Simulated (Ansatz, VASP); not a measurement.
## Cross-check of Y2NOF (Y2NOF MXene monolayer) between VASP and Ansatz

One calculation is typed for both programs; each brings its own data sets. How far apart do they land? The structure shown is the start of the Ansatz relaxation below; VASP solves that cell, so the two are compared at the walk's first step.

Main program and level: Ansatz 0.2.0; plane waves, with VASP 6.6.1 beside it; single point at PBEsol with D3(BJ).

## (1) Starting point

The cell holds 5 atoms: 1 F, 2 Y, 1 N and 1 O. Cell: a = 3.406 Å, b = 3.406 Å, c = 41.364 Å, α = 90.0°, β = 90.0°, γ = 120.0°. Vacuum lies along c.

## (2) Ansatz: relaxation, PBEsol with D3(BJ)

Ansatz runs on its default PAW (the set named soft_2) files.

The two programs are compared at the cell with which this relaxation starts, whose forces are those of its first step.

input.yaml reads:

```yaml
crystal:
  lattice:
    - [3.40626, 0.0, 0.0]
    - [-1.70313, 2.9499076919, 0.0]
    - [0.0, 0.0, 41.3643051497]
  atoms:
    - { symbol: F, position: [0.3333333333, 0.6666666667, 0.4375753427] }
    - { symbol: "Y", position: [0.6666666667, 0.3333333333, 0.4654648697] }
    - { symbol: "N", position: [0.0, 0.0, 0.4979571222] }
    - { symbol: "Y", position: [0.3333333333, 0.6666666667, 0.5304493747] }
    - { symbol: O, position: [0.6666666667, 0.3333333333, 0.5624246573] }
  periodic: [true, true, false]
kpoints:
  mp_grid: { grid: [12, 12, 1] }
hamiltonian:
  xc: pbesol
  dispersion: d3bj
scf:
  occupations: { method: fermi_dirac, width: 0.05 }
  convergence: { dr2_threshold: 1.0e-09 }
relax:
  f_tol: 0.004
  max_steps: 90
  cell: {}
output:
  write_potential: true
  write_density: true
  volumetric_format: npy
```

Run with:

```console
$ ansatz run input.yaml --threads 2 --pin off --max-ram 3072MiB --backend cpu --events-out ev --progress --plain --runs-dir out
```

Numbers of over 12 decimals in the logs are rounded to 6 here.

The log of the run:

```text
Warning: relax.cell: scf.convergence.dr2_threshold = 1e-9 eV is looser than the 2.17432757822e-10 eV advised for a relaxation that steers and ends on the stress (1e-10 eV for each atom of the cell: 5, times the square of relax.cell.stress_2d_tol = 0.05 N/m over 15.2 Å (the atoms' height at the walk's start and 5 Å past either face), 3.297e-2 GPa, over a crystal's default 0.05). What an SCF threshold leaves in a stress goes as its square root, and in the free energy as the threshold itself, and one threshold admits the most on a small cell: [figures from the program's tests cut] Set scf.convergence.dr2_threshold to 2.17432757822e-10 eV or tighter. [rest of the remark cut]
Engine: ansatz 0.2.0, aarch64-unknown-linux-gnu
Pseudopotentials: kind: paw
Pseudopotential: F, paw, valence charge 7, recommended cutoff 420 eV (normal), F.paw.azcp
Pseudopotential: Y, paw, valence charge 11, recommended cutoff 420 eV (normal), Y.paw.azcp
Pseudopotential: N, paw, valence charge 5, recommended cutoff 420 eV (normal), N.paw.azcp
Pseudopotential: O, paw, valence charge 6, recommended cutoff 420 eV (normal), O.paw.azcp
Functional definition: PBEsol
  exchange = pbesol_x
  correlation = pbesol_c
Crystal: 5 atoms, lattice volume = 415.635 Å³
Basis set: ecut = 420 eV, 8155 PW (Γ), exchange–correlation on 48×48×576 points (8 copies of the dense FFT grid, shifted against one another)
Bands: 25, of which v1, the nominal top of the filled ones, is band 20 counted from 1 (19 counted from 0)
Symmetry: 6 space group operations
Space group: P3m1 (ITA 156), of the structure as read, at distance tolerance 7.5e-5 Å
k-points: 19 of 144 (time reversal used)
Non-local potential: F, projectors of the file, l = 0: 2, l = 1: 2, l = 2: 1
Non-local potential: Y, projectors of the file, l = 0: 3, l = 1: 2, l = 2: 2, l = 3: 1
Non-local potential: N, projectors of the file, l = 0: 2, l = 1: 2, l = 2: 1
Non-local potential: O, projectors of the file, l = 0: 2, l = 1: 2, l = 2: 1
PAW form: soft (Blöchl's): semilocal exchange-correlation on the pseudo side does not see the compensation charge
PAW frozen core: F, regenerated for the run's functional, and the local potential with it (the file was generated under x = pbe(κ = 0.804, μ = 0.219515), c = pbe(β = 0.066725))
PAW frozen core: Y, regenerated for the run's functional, and the local potential with it (the file was generated under x = pbe(κ = 0.804, μ = 0.219515), c = pbe(β = 0.066725))
PAW frozen core: N, regenerated for the run's functional, and the local potential with it (the file was generated under x = pbe(κ = 0.804, μ = 0.219515), c = pbe(β = 0.066725))
PAW frozen core: O, regenerated for the run's functional, and the local potential with it (the file was generated under x = pbe(κ = 0.804, μ = 0.219515), c = pbe(β = 0.066725))
PAW one-centre angular grid: F, 110 points (default); XC on 64 Gauss nodes
PAW one-centre angular grid: Y, 590 points (default); XC on 64 Gauss nodes
PAW one-centre angular grid: N, 110 points (default); XC on 64 Gauss nodes
PAW one-centre angular grid: O, 110 points (default); XC on 64 Gauss nodes
Initial density: superposition of atomic densities (neutral atoms: chi_scale 0, normalization atom), corrected by the library's trained network
Initial wavefunctions: pseudopotential atomic-orbital guess
Functional: x = pbesol(κ = 0.804, μ = 0.123457), c = pbesol(β = 0.046)
SCF iter   1: F=—  HF=-9337.841264 eV  |F-HF|=—  |Δ(HF+E_count)|=         —  Δρ=7.09e-3  dr2=1.02e0  ethr=1.77e-3  ⟨swp⟩=12.8  Hψ=3814  notcnv=0
preconditioner: auto → Resta (q_TF=auto, 1.847 Å⁻¹)  ε∞=1.5  [insulator: Δε(μ)=1.078 eV  Ē_g=14.607 eV  σ=0.050 eV  W_gap=1.00  n_scr=24 (ndim 8)  ℏωp=10.6 eV  f_vac=0.805  D(μ)=0.00/eV (n_scr^D=0)  ε∞_Penn≈1.5  vacuum switching on, ρ_ref=1.5e-2 e/Å³]
SCF iter   2: F=—  HF=-9340.021034 eV  |F-HF|=—  |Δ(HF+E_count)|=    2.18e0  Δρ=7.11e-2  dr2=1.91e2  ethr=1.77e-3  ⟨swp⟩=4.7  Hψ=1172  notcnv=0  defer=10  recentre
preconditioner: auto → LDOS  [metal: Δε(μ)=0.028 eV  Ē_g=11.238 eV  σ=0.050 eV  W_gap=0.14  n_scr=24 (ndim 8)  ℏωp=9.6 eV  f_vac=0.806  D(μ)=9.86/eV (n_scr^D=26)  β→1.0]
SCF iter   3: F=—  HF=-9337.815484 eV  |F-HF|=—  |Δ(HF+E_count)|=    2.21e0  Δρ=5.96e-3  dr2=8.38e-1  ethr=1.77e-3  ⟨swp⟩=3.7  Hψ=1112  notcnv=0
[...]
SCF iter   4: F=—  HF=-9339.778743 eV  |F-HF|=—  |Δ(HF+E_count)|=   2.94e-6  Δρ=1.32e-5  dr2=7.58e-7  ethr=1.31e-8  ⟨swp⟩=2.6  Hψ=843  notcnv=0
SCF iter   5: F=—  HF=-9339.778906 eV  |F-HF|=—  |Δ(HF+E_count)|=   1.63e-4  Δρ=5.54e-6  dr2=1.03e-7  ethr=1.89e-9  ⟨swp⟩=3.0  Hψ=866  notcnv=0
SCF iter   6: F=—  HF=-9339.778906 eV  |F-HF|=—  |Δ(HF+E_count)|=   1.64e-8  Δρ=2.46e-6  dr2=2.84e-8  ethr=2.58e-10  ⟨swp⟩=3.3  Hψ=997  notcnv=0
SCF iter   7: F=—  HF=-9339.778906 eV  |F-HF|=—  |Δ(HF+E_count)|=  1.24e-10  Δρ=7.50e-7  dr2=2.77e-9  ethr=7.10e-11  ⟨swp⟩=2.9  Hψ=820  notcnv=0
SCF iter   8: F=-9339.778906 eV  HF=-9339.778906 eV  |F-HF|=3.71e-10  |Δ(HF+E_count)|=  6.91e-11  Δρ=3.65e-7  dr2=3.24e-10  ethr=2.50e-12  ⟨swp⟩=11.5  Hψ=3770  notcnv=0
SCF 10 converged in 8 iterations: F = -9339.778906 eV  dr2 = 3.24e-10
relax step  10: F+E_penalty+E_count = -9339.77890613 eV  Δ(F+E_penalty+E_count) = +2.483e-4 eV  max|allowed force component| = 1.735e-3 eV/Å  Δτ_max = 0.0028 Å  P = +0.016 N/m  Ω = 433.701 Å³  energy of the carried Pulay correction = -3.845e-4 eV  fix = [c, alpha, beta]  reactions: c +0.000 N/m  (8 SCF iters, accepted)
iter 1 solved again at ethr=2.54e-7 eV; its pass at ethr=3.10e-3 eV (dr2=1.02e-4 eV) is discarded
SCF iter   1: F=—  HF=-9339.778889 eV  |F-HF|=—  |Δ(HF+E_count)|=         —  Δρ=1.07e-5  dr2=4.63e-8  ethr=2.54e-7  ⟨swp⟩=5.7  Hψ=5399  notcnv=0
eigensolver tolerance schedule: the retry pair's looser diagonalisation over-reported the residual by 2193.55 of it (diagonalisation noise at 0.22 of the residual, at the tolerance the schedule requests for it); recorded, not acted on — ethr = c·dr2/N_el stays at c = 1.0e-1
preconditioner: auto → Resta (q_TF=auto, 1.834 Å⁻¹)  ε∞=1.4  [insulator: Δε(μ)=3.852 eV  Ē_g=16.041 eV  σ=0.050 eV  W_gap=1.00  n_scr=24 (ndim 8)  ℏωp=10.7 eV  f_vac=0.813  D(μ)=0.00/eV (n_scr^D=0)  ε∞_Penn≈1.4  vacuum switching on, ρ_ref=1.9e-2 e/Å³]
SCF iter   2: F=—  HF=-9339.779164 eV  |F-HF|=—  |Δ(HF+E_count)|=   2.75e-4  Δρ=5.76e-6  dr2=4.43e-8  ethr=1.16e-10  ⟨swp⟩=5.4  Hψ=1749  notcnv=0
SCF iter   3: F=—  HF=-9339.779183 eV  |F-HF|=—  |Δ(HF+E_count)|=   1.87e-5  Δρ=3.75e-6  dr2=3.42e-9  ethr=1.11e-10  ⟨swp⟩=2.2  Hψ=704  notcnv=0
SCF iter   4: F=—  HF=-9339.779222 eV  |F-HF|=—  |Δ(HF+E_count)|=   3.90e-5  Δρ=1.06e-6  dr2=4.98e-9  ethr=2.50e-12  ⟨swp⟩=21.2  Hψ=4815  notcnv=0
SCF iter   5: F=-9339.779226 eV  HF=-9339.779225 eV  |F-HF|=4.66e-7  |Δ(HF+E_count)|=   2.97e-6  Δρ=3.58e-7  dr2=5.45e-10  ethr=2.50e-12  ⟨swp⟩=10.6  Hψ=3783  notcnv=0
SCF 11 converged in 5 iterations: F = -9339.779226 eV  dr2 = 5.45e-10
relax step  11: F+E_penalty+E_count = -9339.77922553 eV  Δ(F+E_penalty+E_count) = -3.194e-4 eV  max|allowed force component| = 1.763e-3 eV/Å  Δτ_max = 0.0000 Å  P = +0.019 N/m  Ω = 433.701 Å³  fix = [c, alpha, beta]  reactions: c +0.000 N/m  stress off target by 1.89e-2 N/m on what of the cell is left free  SCF on the basis re-selected at this cell (its energy is not comparable with the rows above)  (5 SCF iters)
basis re-selected at this cell: Δ(F+E_penalty+E_count) = -3.194e-4 eV, ΔP = +0.003 N/m vs the last step (what re-selecting the basis moved, of the pressure what is left beyond the Pulay correction that the steps carried, after the strain that the cell walked since its last selection, with what the two solves' SCF thresholds leave and, on support functions, any second-order correction that the steps lacked; it is no m [...]
WARN: The output density's exchange-correlation potential varies sharply where the density is thin. Do not read a vacuum level from v_tot or v_xc, or from such a field of the output density. On a cell that repeats whose density bears no net charge and no dipole along the vacuum's axis use v_es (v_loc + v_h of the components); under efield.dipole_correction with no amplitude use v_es + v_field, which holds any externa [...]
SCF converged after 5 iterations
Free energy (F): -9339.779226 eV
Harris-Foulkes:  -9339.779225 eV  (|F-HF|=4.66e-7)
Internal energy: -9339.779226 eV  (E = F + TS)
E sigma→0 (E₀):  -9339.779226 eV
Fermi energy:    -4.282841 eV
--- Per-component energies (eV) ---
  E_band       = -783.160396
  E_kinetic    = 1127.076675
  E_local      = -116746.226493  (includes V_loc(G=0)·N_el)
  E_nonlocal   = 270.164999
  E_hartree    = 57734.256071
  E_xc         = -558.951108
  E_vxc        = -673.151138  (∫ρ·V_xc dr)
  E_paw        = -6015.035060  (= ΣΔE_a)
  E_vpaw       = -229.541273  (= ΣTr[D̂ρ^β])
  E_aug_tail   = 0.004582  (compensation charges beyond the density's cutoff)
  E_ewald      = 54849.253772
  E_disp       = -0.726039  (pairwise vdW)
  E_core_change = 0.403375  (= ΣΔE_core)
  E_smearing   = -0.000000  (= −TS)
  E_closure    = 0.000000  (closes the sum)
  Σ components = -9339.779226   (vs F -9339.779226, Δ=0.00e0)
--- Forces (eV/Å), atoms counted from 1 ---
  atom   1  F     -0.00000000    -0.00000000    -0.00059097
  atom   2  Y      0.00000000     0.00000000    -0.00103323
  atom   3  N     -0.00000000    -0.00000000     0.00176762
  atom   4  Y      0.00000000     0.00000000    -0.00099023
  atom   5  O      0.00000000    -0.00000000     0.00087112
  max |Σ_I F_I| component: 2.43e-5 eV/Å
--- 2D stress c σ (N/m, compression-positive) ---
        0.018867       0.000000      -0.000000
        0.000000       0.018867      -0.000000
       -0.000000      -0.000000       0.000000
  P = ½ c Tr σ = 0.0189 N/m
--- Band table (eV; the first three rows and the last of 19) ---
  k-point 0: bands = [... 16 lower, -8.2604, -6.7412, -6.2823, -6.2823, -2.0657 (-2.0657°), -1.2166 (-1.2166°), -1.2166 (-1.2166°), -0.7438, ... 1 higher]
  k-point 1: bands = [... 16 lower, -8.1297, -6.7217, -6.3797, -6.3026, -1.9637 (-1.9637°), -1.3020 (-1.3020°), -1.1257 (-1.1257°), -0.8026, ... 1 higher]
  k-point 2: bands = [... 16 lower, -7.9566, -6.8833, -6.3805, -6.3481, -1.9756 (-1.9756°), -1.2123 (-1.2123°), -0.9504 (-0.9504°), -0.8572, ... 1 higher]
  k-point 18: bands = [... 16 lower, -7.6018, -7.0584, -6.6971, -6.2452, -1.4476, -1.1613, -0.9192, -0.0639, ... 1 higher]
  ° read free of the cell's end (the report's vacuum.weakly_bound_levels)
--- Relaxed structure (9 steps of the walk, 9 accepted, 2 SCFs on fresh bases) ---
  F+E_penalty+E_count = -9339.77922553 eV   max|allowed force component| = 1.763e-3 eV/Å   (the final SCF, on the basis selected at the relaxed cell)
  cell:  # Å, volume = 433.7009 Å³
    - [3.479501, 0, 0]
    - [-1.739751, 3.013336, 0]
    - [0, 0, 41.3643051497]
  atoms:
    - { symbol: F, position: [0.333333, 0.666667, 0.439623] }
    - { symbol: Y, position: [0.666667, 0.333333, 0.468579] }
    - { symbol: N, position: [-2.3889647251614345e-18, 0, 0.495299] }
    - { symbol: Y, position: [0.333333, 0.666667, 0.536442] }
    - { symbol: O, position: [0.666667, 0.333333, 0.553929] }
```

(Part 1 of 2 ends here.)

[Lines on the potential files, build, host, timing and source positions are cut from VASP's logs without a mark.]

[Logs are printed without paths, hosts, clocks, repeated set-up lines and the standing remarks that a program may print on its own settings, such as how far it seeks lower states.]

[Hosts, paths, dates, database ids (printed as entryN), source tags and the programs' standing remarks are cut or masked in the printed files.]
